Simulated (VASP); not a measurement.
Computed with PBEsol GGA, VASP's PBE PAW potentials (set 64) (plane waves; VASP).

A VASP calculation is set up with these files.

File KPOINTS:
```
Automatic mesh
0
Gamma
8 8 8
0 0 0
```

### POSCAR
```
LiCl
1
   -0.0126544399     2.5308879788     2.5308879788
    2.5308879788    -0.0126544399     2.5308879788
    2.5182335389     2.5182335389     0.0000000000
Li Cl
1 1
Direct
  0.0000000000   0.0000000000   0.0000000000
  0.5000000000   0.5000000000   0.5000000000
```

INCAR:
```
# general
SYSTEM=LiCl
PREC  =Accurate
ENCUT =600   # plane-wave cut-off (eV)
LREAL =.FALSE.   # projection in real space or not
LASPH =.TRUE.   # aspherical one-centre terms

# electronic loop
EDIFF =1E-7   # SCF stop (eV)
NELM  =100   # most electronic steps
ALGO  =Normal

# smearing
ISMEAR=0   # Gaussian
SIGMA =0.05   # width (eV)

# functional
GGA   =PS   # PBEsol

# ions
IBRION=2   # conjugate gradients
NSW   =30   # most ionic steps
ISIF  =2   # forces and stress, cell fixed
EDIFFG=-0.01   # ionic stop

# output
LWAVE =.FALSE.
LCHARG=.FALSE.
```

POTCAR, in this order: Li_sv Cl (PBE.64 set). Program: vasp_std.

Output of the run:

OSZICAR:
```
       N       E                     dE             d eps       ncg     rms          rms(c)
DAV:   1     0.456343741268E+02    0.45634E+02   -0.47126E+03  1710   0.113E+03
DAV:   2    -0.568295227544E+01   -0.51317E+02   -0.49239E+02  2292   0.171E+02
DAV:   3    -0.764435031654E+01   -0.19614E+01   -0.19588E+01  2069   0.399E+01
DAV:   4    -0.769120876328E+01   -0.46858E-01   -0.46802E-01  2622   0.600E+00
DAV:   5    -0.769166477758E+01   -0.45601E-03   -0.45600E-03  2165   0.546E-01    0.234E+00
DAV:   6    -0.763951218915E+01    0.52153E-01   -0.11676E-01  1899   0.198E+00    0.159E+00
DAV:   7    -0.763742031070E+01    0.20919E-02   -0.40527E-02  2592   0.132E+00    0.752E-01
DAV:   8    -0.763916773881E+01   -0.17474E-02   -0.51117E-03  2138   0.610E-01    0.103E-01
DAV:   9    -0.763916435253E+01    0.33863E-05   -0.18028E-04  2277   0.121E-01    0.335E-02
DAV:  10    -0.763919412354E+01   -0.29771E-04   -0.41865E-05  1911   0.607E-02    0.192E-02
DAV:  11    -0.763919432595E+01   -0.20241E-06   -0.56820E-06  2277   0.199E-02    0.687E-03
DAV:  12    -0.763919431822E+01    0.77301E-08   -0.38284E-07  1941   0.578E-03
   1 F= -.76391943E+01 E0= -.76391943E+01  d E =-.763919E+01
```

### OUTCAR
```
------------------------ aborting loop because EDIFF is reached ----------------------------------------
  FORCE on cell =-STRESS in cart. coord.  units (eV):
  Direction    XX          YY          ZZ          XY          YZ          ZX
  --------------------------------------------------------------------------------------
  Total       -0.0020342     -0.0020342     -0.0031107      0.0515934      0.0000000      0.0000000
  in kB       -0.1005230     -0.1005230     -0.1537177      2.5495674      0.0000000      0.0000000
  external PRESSURE =      -0.1182546 kB  Pullay stress =       0.0000000 kB
  volume of cell :       32.42
      direct lattice vectors                 reciprocal lattice vectors
    -0.012654440  2.530887979  2.530887979    -0.196576238  0.196576238  0.197559119
     2.530887979 -0.012654440  2.530887979     0.196576238 -0.196576238  0.197559119
     2.518233539  2.518233539  0.000000000     0.198551879  0.198551879 -0.197559119
  FREE ENERGIE OF THE ION-ELECTRON SYSTEM (eV)
  ---------------------------------------------------
  free  energy   TOTEN  =        -7.6391943182 eV

  energy  without entropy=       -7.6391943182  energy(sigma->0) =       -7.63919432

 reached required accuracy - stopping structural energy minimisation
```
(Selected blocks of OUTCAR.)

**OUTCAR**
```
 val. band max:        0.8738236344   @ k =   0.0000   0.0000   0.0000

 cond. band min:       7.2090365502   @ k =   0.0000   0.0000   0.0000


 Fermi energy:         1.1002583357

 k-point     1 :       0.0000    0.0000    0.0000
  band No.  band energies     occupation
      1     -41.9074      2.00000
      2     -12.6973      2.00000
      3       0.8100      2.00000
      4       0.8413      2.00000
      5       0.8738      2.00000
      6       7.2090      0.00000
      7      12.5995      0.00000
      8      12.6855      0.00000
      9      12.7713      0.00000

 k-point     2 :       0.1250    0.0000    0.0000
  band No.  band energies     occupation
      1     -41.9069      2.00000
      2     -12.6149      2.00000
      3       0.2519      2.00000
      4       0.7883      2.00000
      5       0.8282      2.00000
      6       7.6805      0.00000
      7      11.8572      0.00000
      8      12.5966      0.00000
      9      12.6862      0.00000

 k-point     3 :       0.2500    0.0000    0.0000
  band No.  band energies     occupation
      1     -41.9057      2.00000
      2     -12.4039      2.00000
      3      -0.8796      2.00000
      4       0.6908      2.00000
      5       0.7241      2.00000
      6       8.0327      0.00000
      7      11.4750      0.00000
      8      11.5367      0.00000
      9      11.8141      0.00000

 k-point     4 :       0.3750    0.0000    0.0000
  band No.  band energies     occupation
      1     -41.9044      2.00000
      2     -12.1727      2.00000
      3      -1.8362      2.00000
      4       0.6013      2.00000
      5       0.6280      2.00000
      6       7.6734      0.00000
      7      10.5675      0.00000
      8      10.6331      0.00000
      9      13.1575      0.00000

 k-point     5 :       0.5000    0.0000    0.0000
  band No.  band energies     occupation
      1     -41.9038      2.00000
      2     -12.0699      2.00000
      3      -2.2038      2.00000
...
```

The compound is LiCl in the rock salt structure. This cell was strained or had an atom moved on purpose.
